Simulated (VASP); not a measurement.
# Si in VASP: further runs, part 2 of 2

VASP 6.6.1. The steps go on from the part before.

## 3. Work function, PBEsol

This run uses another cell than the first one, of 45.56 Å³/atom, 1.478 times its volume.

File INCAR:

```
SYSTEM = Si
  PREC = Accurate
  ENCUT = 520
  EDIFF = 1E-7
  ISMEAR = 0
  SIGMA = 0.05
  LREAL = .False.
  LASPH = .True.
  NELM = 100
  ALGO = Normal
  ISIF = 2
  LWAVE = .False.
  LCHARG = .True.
  LDIPOL = .True.
  IDIPOL = 3
  DIPOL = 0.5 0.5 0.500
  GGA = PS
  LVHAR = .True.
  LVACPOTAV = .True.
  KPAR = 8
```

File KPOINTS:

```
regular mesh
0
Gamma
  4 6 1
  0 0 0
```

File POSCAR:

```
Si
1.0
    7.6751067090      0.0000000000      0.0000000000
    0.0000000000      3.8375533540      0.0000000000
    0.0000000000      0.0000000000     37.1245800017
Si
24
Direct
    0.5950000000      0.5000000000      0.3124614474
    0.2500000000      0.0000000000      0.3720866337
    0.0000000000      0.0000000000      0.3355399576
    0.5000000000      0.5000000000      0.4451799859
    0.2500000000      0.5000000000      0.4086333098
    0.2500000000      0.0000000000      0.5182733381
    0.5000000000      0.0000000000      0.4817266619
    0.5000000000      0.5000000000      0.5913666902
    0.2500000000      0.5000000000      0.5548200141
    0.2500000000      0.0000000000      0.6644600424
    0.0000000000      1.0000000000      0.6279133663
    0.3450000000      0.5000000000      0.7037003516
    0.9050000000      0.5000000000      0.2962996484
    0.7500000000      0.0000000000      0.3720866337
    0.5000000000      0.0000000000      0.3355399576
    1.0000000000      0.5000000000      0.4451799859
    0.7500000000      0.5000000000      0.4086333098
    0.7500000000      0.0000000000      0.5182733381
    1.0000000000      0.0000000000      0.4817266619
    1.0000000000      0.5000000000      0.5913666902
    0.7500000000      0.5000000000      0.5548200141
    0.7500000000      0.0000000000      0.6644600424
    0.5000000000      1.0000000000      0.6279133663
    0.6550000000      0.5000000000      0.6875385526
```

Potentials or basis: VASP PAW PBE potentials, release 64 (Si).

Started as:

```bash
$ cat potpaw_PBE.64/Si/POTCAR > POTCAR
$ mpirun -np 8 vasp_std > vasp.out
```

OUTCAR:

```text
SYSTEM = Si
   PREC = Accurate
   ENCUT = 520
   EDIFF = 1E-7
   ISMEAR = 0
   LREAL = .False.
   LASPH = .True.
   NELM = 100
   ISIF = 2
   GGA = PS

 ion  position               nearest neighbor table
   1  0.595  0.500  0.312-  15 2.22  15 2.22  13 2.45
   2  0.250  0.000  0.372-   5 2.35   5 2.35  15 2.35   3 2.35
   3  0.000  0.000  0.336-   2 2.35  14 2.35  13 2.52  13 2.52
   4  0.500  0.500  0.445-   7 2.35   7 2.35  17 2.35   5 2.35
   5  0.250  0.500  0.409-   2 2.35   2 2.35  16 2.35   4 2.35
   6  0.250  0.000  0.518-   9 2.35   9 2.35  19 2.35   7 2.35
   7  0.500  0.000  0.482-   4 2.35   4 2.35  18 2.35   6 2.35
   8  0.500  0.500  0.591-  23 2.35  23 2.35   9 2.35  21 2.35
   9  0.250  0.500  0.555-   6 2.35   6 2.35  20 2.35   8 2.35
  10  0.250  0.000  0.664-  11 2.35  23 2.35  12 2.52  12 2.52
  11  0.000  0.000  0.628-  20 2.35  20 2.35  22 2.35  10 2.35
  12  0.345  0.500  0.704-  24 2.45  10 2.52  10 2.52
  13  0.905  0.500  0.296-   1 2.45   3 2.52   3 2.52
  14  0.750  0.000  0.372-  17 2.35  17 2.35   3 2.35  15 2.35
  15  0.500  0.000  0.336-   1 2.22   1 2.22  14 2.35   2 2.35
  16  0.000  0.500  0.445-  19 2.35  19 2.35   5 2.35  17 2.35
  17  0.750  0.500  0.409-  14 2.35  14 2.35  16 2.35   4 2.35
  18  0.750  0.000  0.518-  21 2.35  21 2.35   7 2.35  19 2.35
  19  0.000  0.000  0.482-  16 2.35  16 2.35  18 2.35   6 2.35
  20  0.000  0.500  0.591-  11 2.35  11 2.35  21 2.35   9 2.35
  21  0.750  0.500  0.555-  18 2.35  18 2.35  20 2.35   8 2.35
  22  0.750  0.000  0.664-  24 2.22  24 2.22  11 2.35  23 2.35
  23  0.500  0.000  0.628-   8 2.35   8 2.35  22 2.35  10 2.35
  24  0.655  0.500  0.688-  22 2.22  22 2.22  12 2.45

  LATTYP: Found a simple orthorhombic cell.
 ALAT       =     3.8375533540
 B/A-ratio  =     2.0000000003
 C/A-ratio  =     9.6740231541

  Lattice vectors:

 A1 = (   0.0000000000,  -3.8375533540,   0.0000000000)
 A2 = (   7.6751067090,   0.0000000000,   0.0000000000)
 A3 = (   0.0000000000,   0.0000000000,  37.1245800017)

Analysis of symmetry for initial positions (statically):
=====================================================================
 Subroutine PRICEL returns:
 Original cell was already a primitive cell.

 Routine SETGRP: Setting up the symmetry group for a
 simple orthorhombic supercell.

 Subroutine GETGRP returns: Found  4 space group operations
 (whereof  2 operations were pure point group operations)
 out of a pool of  8 trial point group operations.

The static configuration has the point symmetry C_1h.
 The point group associated with its full space group is C_2h.

Analysis of symmetry for dynamics (positions and initial velocities):
=====================================================================
 Subroutine PRICEL returns:
 Original cell was already a primitive cell.

 Routine SETGRP: Setting up the symmetry group for a
 simple orthorhombic supercell.

 Subroutine GETGRP returns: Found  4 space group operations
 (whereof  2 operations were pure point group operations)
 out of a pool of  8 trial point group operations.

The dynamic configuration has the point symmetry C_1h.
 The point group associated with its full space group is C_2h.

 Subroutine INISYM returns: Found  4 space group operations
 (whereof  2 operations are pure point group operations),
 and found     1 'primitive' translations
[... 110 lines left out ...]
   total plane-waves  NPLWV = 504000
   dimension x,y,z NGX =    60 NGY =   30 NGZ =  280
   dimension x,y,z NGXF=   120 NGYF=   60 NGZF=  560
   ions per type =              24
   NGX,Y,Z   is equivalent  to a cutoff of  13.00, 13.00, 12.54 a.u.
   NGXF,Y,Z  is equivalent  to a cutoff of  25.99, 25.99, 25.08 a.u.
 SYSTEM =  Si
   PREC   = accura    normal or accurate (medium, high low for compatibility)
   ISTART =      0    job   : 0-new  1-cont  2-samecut
   ICHARG =      2    charge: 1-file 2-atom 10-const
   ISPIN  =      1    spin polarized calculation?
   LNONCOLLINEAR =      F non collinear calculations
   LSORBIT =      F    spin-orbit coupling
   LASPH  =      T    aspherical Exc in radial PAW
   ENCUT  =  520.0 eV  38.22 Ry    6.18 a.u.  14.27  7.14 69.03*2*pi/ulx,y,z
   NELM   =    100;   NELMIN=  2; NELMDL= -5     # of ELM steps
   EDIFF  = 0.1E-06   stopping-criterion for ELM
   LREAL  =      F    real-space projection
   EDIFFG = 0.1E-05   stopping-criterion for IOM
   NSW    =      0    number of steps for IOM
   IBRION =     -1    ionic relax: 0-MD 1-quasi-New 2-CG
   NFREE  =      0    steps in history (QN), initial steepest desc. (CG)
   ISIF   =      2    stress and relaxation
   ISYM   =      2    0-nonsym 1-usesym 2-fastsym
   POTIM  = 0.5000    time-step for ionic-motion
   TEBEG  =    0.0;   TEEND  =   0.0 temperature during run
   PSTRESS=    0.0 pullay stress
   NELECT =      96.0000    total number of electrons
   NUPDOWN=      -1.0000    fix difference up-down
   EMIN   =  10.00;   EMAX   =-10.00  energy-range for DOS
   EFERMI =   0.00;   METHOD = LEGACY
   ISMEAR =     0;   SIGMA  =   0.05  broadening in eV -4-tet -1-fermi 0-gaus
   EFERMI_NEDOS =   21; number of points for ismear=-14 and -15
   IALGO  =     38    algorithm
   IMIX   =      4    mixing-type and parameters
     AMIX     =   0.40;   BMIX     =  1.00
     AMIX_MAG =   1.60;   BMIX_MAG =  1.00
  volume/ion in A,a.u.               =      45.56       307.46
  Fermi-wavevector in a.u.,A,eV,Ry     =   0.727610  1.374983  7.203139  0.529416
  Thomas-Fermi vector in A             =   1.818876
   LORBIT       =      0    0 simple, 1 ext, 2 COOP (PROOUT), +10 PAW based schemes
   GGA     = PS    functional components
   LHFCALC =     F    Hartree Fock is set to
   AEXX    =    0.0000 exact exchange contribution
   IVDW    =     0    specifies the selected vdW correction
   LEPSILON=     F    determine dielectric tensor
   LRPA    =     F    only Hartree local field effects (RPA)
 non-spin polarized calculation
 Gauss-broadening in eV      SIGMA  =   0.05
  energy-cutoff  :      520.00
  volume of cell :     1093.45
 maximum number of plane-waves:     29516
 NGX is ok and might be reduce to    60
   NGX = 29   NGY = 15   NGZ =139

 dipolmoment           0.000000      0.000000     -0.000000 electrons x Angstroem

 number of electron      95.9999999 magnetization

 dipolmoment           0.000000      0.000000      0.000000 electrons x Angstroem

 Free energy of the ion-electron system (eV)
  ---------------------------------------------------
  ext. energy  EPLUGINS =         0.00000000
  ---------------------------------------------------
  free energy    TOTEN  =      -131.61508769 eV

  energy without entropy =     -131.60400619  energy(sigma->0) =     -131.60954694

 E-fermi :  -0.0839     XC(G=0):  -4.6151

 val. band max:       -0.0866888078   @ k =   0.2500   0.0000   0.0000
 cond. band min:      -0.0336154183   @ k =   0.2500   0.3333   0.0000
 fundamental gap:      0.0530733895
 Fermi energy:        -0.0838875281

 k-point     1 :       0.0000    0.0000    0.0000
  band No.  band energies     occupation
      1     -12.1460      2.00000
      2     -11.9742      2.00000
      3     -11.5117      2.00000
      4     -10.8281      2.00000
      5     -10.2142      2.00000
      6     -10.0531      2.00000
[... 745 lines left out ...]
     59       2.1137      0.00000
     60       2.4132      0.00000
 [bands above 60 left out]

------------------------ aborting loop because EDIFF is reached ----------------------------------------

 vacuum level on the upper side and lower side of the slab       (xc-potential included)        -0.078        -0.078

  FORCE on cell =-STRESS in cart. coord.  units (eV):
  Direction    XX          YY          ZZ          XY          YZ          ZX
  --------------------------------------------------------------------------------------
  -------------------------------------------------------------------------------------
  Total       -4.5844074      4.6363963     -1.5681975      0.0000000      0.0000000     -3.4603647
  in kB       -6.7172790      6.7934555     -2.2977932      0.0000000      0.0000000     -5.0702814
  external PRESSURE =      -0.7405389 kB  Pullay stress =       0.0000000 kB

 VOLUME and BASIS-vectors are now :
 -----------------------------------------------------------------------------
  energy-cutoff  :      520.00
  volume of cell :     1093.45
      direct lattice vectors                 reciprocal lattice vectors
     7.675106709  0.000000000  0.000000000     0.130291348  0.000000000  0.000000000
     0.000000000  3.837553354  0.000000000     0.000000000  0.260582696  0.000000000
     0.000000000  0.000000000 37.124580002     0.000000000  0.000000000  0.026936332

 POSITION                                       TOTAL-FORCE (eV/Angst)
 -----------------------------------------------------------------------------------
      4.56669      1.91878     11.60000         1.745330      0.000000     -0.711720
      1.91878      0.00000     13.81356        -0.160233      0.000000     -0.330598
      0.00000      0.00000     12.45678        -1.087793      0.000000     -1.197424
      3.83755      1.91878     16.52712         0.080862      0.000000      0.035641
      1.91878      1.91878     15.17034         0.006807      0.000000     -0.023292
      1.91878      0.00000     19.24068        -0.054367      0.000000     -0.009209
[... 16 lines left out ...]
      3.83755      0.00000     23.31102        -0.456760      0.000000     -0.210840
      5.02719      1.91878     25.52458        -1.745330      0.000000      0.711720
 -----------------------------------------------------------------------------------
    total drift:                                0.000000     -0.000000      0.000000

  FREE ENERGIE OF THE ION-ELECTRON SYSTEM (eV)
  ---------------------------------------------------
  free  energy   TOTEN  =      -131.6150876884 eV

  energy  without entropy=     -131.6040061894  energy(sigma->0) =     -131.60954694

 vacuum level on the upper side and lower side of the slab         4.680         4.680
```

Run time: 7.5 min. Hardware: 8 MPI ranks of Intel Xeon Platinum 8488C (Sapphire Rapids), shared host; peak memory 1.3 GiB.

Results:

| Property | Result |
| --- | --- |
| Free energy | -131.6151 eV |
| Largest force | 1.885 eV/Å |
| Band gap on the k mesh | none (metal or under the smearing width) |
| Work function of the upper face | 4.76 eV |
| Work function of the lower face | 4.76 eV |

Forces on the atoms (eV/Å):
```
Si   1.745  0.000 -0.712
Si  -0.160  0.000 -0.331
Si  -1.088  0.000 -1.197
Si   0.081  0.000  0.036
Si   0.007  0.000 -0.023
Si  -0.054  0.000 -0.009
Si  -0.077  0.000  0.041
Si   0.127  0.000 -0.070
Si   0.067  0.000  0.024
Si   1.088  0.000  1.197
Si   0.160  0.000  0.331
Si  -0.165  0.000 -1.290
Si   0.165  0.000  1.290
Si   0.457  0.000  0.211
Si  -0.989  0.000  0.595
Si  -0.067  0.000 -0.024
Si  -0.127  0.000  0.070
Si   0.077  0.000 -0.041
Si   0.054  0.000  0.009
Si  -0.007  0.000  0.023
Si  -0.081  0.000 -0.036
Si   0.989  0.000 -0.595
Si  -0.457  0.000 -0.211
Si  -1.745  0.000  0.712
```

Levels at points of the mesh, in eV from the Fermi level:
```tsv
k point	band 45	band 46	band 47	band 48	band 49	band 50	band 51	band 52
(0.00, 0.00, 0.00)	-0.31	-0.20	-0.16	-0.01	0.27	0.33	0.54	0.61
(0.50, 0.00, 0.00)	-0.20	-0.15	-0.07	-0.01	0.41	0.44	1.18	1.27
(0.00, 0.50, 0.00)	-1.32	-1.31	-0.81	-0.70	-0.48	-0.29	0.72	0.86
(0.50, 0.50, 0.00)	-2.01	-1.96	-0.68	-0.66	-0.18	-0.11	1.15	1.31
```

Caveat: the PAW data sets were made with another functional, which shifts forces and pressure a little.
